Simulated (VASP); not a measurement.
These are PBEsol GGA, VASP's PBE PAW potentials (set 64) (plane waves; VASP) values and carry that method's errors.

VASP ran on this input.

### POSCAR
```
Tc
1
    0.0000000000     1.9121868412     1.9121868412
    1.9121868412     0.0000000000     1.9121868412
    1.9121868412     1.9121868412     0.0000000000
Tc
1
Direct
  0.0000000000   0.0000000000   0.0000000000
```

**INCAR**
```
SYSTEM=Tc
PREC=Accurate; ENCUT=400; LREAL=F
LASPH=T; ICHARG=11
EDIFF=1E-7; NELM=100; ALGO=Normal
LMAXMIX=4
ISMEAR=0; SIGMA=0.05
GGA=PS
LWAVE=F; LCHARG=F; LORBIT=11
```

**KPOINTS**
```
k-points along high-symmetry lines
15
Line-mode
Reciprocal
  0.000000   0.000000   0.000000 ! GAMMA
  0.500000   0.000000   0.500000 ! X

  0.500000   0.000000   0.500000 ! X
  0.625000   0.250000   0.625000 ! U

  0.375000   0.375000   0.750000 ! K
  0.000000   0.000000   0.000000 ! GAMMA

  0.000000   0.000000   0.000000 ! GAMMA
  0.500000   0.500000   0.500000 ! L

  0.500000   0.500000   0.500000 ! L
  0.500000   0.250000   0.750000 ! W

  0.500000   0.250000   0.750000 ! W
  0.500000   0.000000   0.500000 ! X
```

POTCAR, in this order: Tc_pv (PBE.64 set). Program: vasp_std. Read from the step before: CHGCAR.

The run wrote:

### OSZICAR
```
       N       E                     dE             d eps       ncg     rms          rms(c)
DAV:   1     0.949623956353E+02    0.94962E+02   -0.72499E+03  1860   0.102E+03
DAV:   2    -0.104343360811E+02   -0.10540E+03   -0.10216E+03  1872   0.309E+02
DAV:   3    -0.118223269447E+02   -0.13880E+01   -0.13738E+01  2012   0.426E+01
DAV:   4    -0.118295950130E+02   -0.72681E-02   -0.72671E-02  1968   0.324E+00
DAV:   5    -0.118296553621E+02   -0.60349E-04   -0.60349E-04  1994   0.286E-01
DAV:   6    -0.118296562094E+02   -0.84735E-06   -0.84754E-06  2004   0.312E-02
DAV:   7    -0.118296562266E+02   -0.17142E-07   -0.15281E-07  1810   0.374E-03
   1 F= -.11829656E+02 E0= -.11828206E+02  d E =-.290086E-02
```

File OUTCAR:
```
 val. band max:       13.7582825615   @ k =   0.5000   0.1964   0.6964

 cond. band min:      13.7771490051   @ k =   0.5000   0.4643   0.5357



 k-point     1 :       0.0000    0.0000    0.0000
  band No.  band energies     occupation
      1     -25.1480      2.00000
      2     -25.1480      2.00000
      3     -25.1480      2.00000
      4       5.4360      2.00000
      5      11.2324      2.00000
      6      11.2324      2.00000
      7      11.2324      2.00000
      8      13.9682      0.00000
      9      13.9682      0.00000
     10      27.1002      0.00000

 k-point     2 :       0.0357    0.0000    0.0357
  band No.  band energies     occupation
      1     -25.1662      2.00000
      2     -25.1544      2.00000
      3     -25.1544      2.00000
      4       5.5120      2.00000
      5      11.1659      2.00000
      6      11.2765      2.00000
      7      11.2765      2.00000
      8      13.8932      0.00032
      9      13.9905      0.00000
     10      27.2412      0.00000

 k-point     3 :       0.0714    0.0000    0.0714
  band No.  band energies     occupation
      1     -25.2202      2.00000
      2     -25.1733      2.00000
      3     -25.1733      2.00000
      4       5.7355      2.00000
      5      10.9750      2.00000
      6      11.4081      2.00000
      7      11.4081      2.00000
      8      13.6770      1.98799
      9      14.0568      0.00000
     10      27.6541      0.00000

 k-point     4 :       0.1071    0.0000    0.1071
  band No.  band energies     occupation
      1     -25.3051      2.00000
      2     -25.2035      2.00000
      3     -25.2035      2.00000
      4       6.0924      2.00000
      5      10.6828      2.00000
      6      11.6258      2.00000
      7      11.6258      2.00000
      8      13.3482      2.00000
      9      14.1648      0.00000
     10      28.3120      0.00000

 k-point     5 :       0.1429    0.0000    0.1429
  band No.  band energies     occupation
...
```

The density is held fixed in this step, so its total energy and stress have no physical meaning.

The structure was generated: Tc was put into the fcc type (Fm-3m), which need not be its known phase. It was relaxed first.
